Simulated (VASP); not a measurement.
**Cd (relaxed from the bcc structure, space group Im-3m): computed properties**

Method: r2SCAN meta-GGA, VASP's PBE PAW potentials (set 64) (plane waves; VASP).

| Item | Value |
|---|---|
| space group | Im-3m (229) |
| cell | a = b = c = 3.5228 Å, α = β = γ = 90.00° |
| volume per atom | 21.86 Å³/atom |
| band gap (over mesh and band path) | none (metal, semimetal or under 0.01 eV) |
| band gap with spin-orbit coupling | none (metallic) |
| density | 8.54 g/cm³ |

Space group Im-3m (No. 229); a = b = c = 3.523 Å, α = β = γ = 90.00°

```json
[
 {"atom": "Cd", "site": "2a", "symmetry": "m-3m", "x": "0.0000", "y": "0.0000", "z": "0.0000"}
]
```
(The calculation used a cell of 1 atom; values per cell refer to that cell.)

The structure was generated: Cd was put into the bcc type (Im-3m), which need not be its known phase. It was relaxed first. Symmetry was kept, so distortions that lower it aren't found.
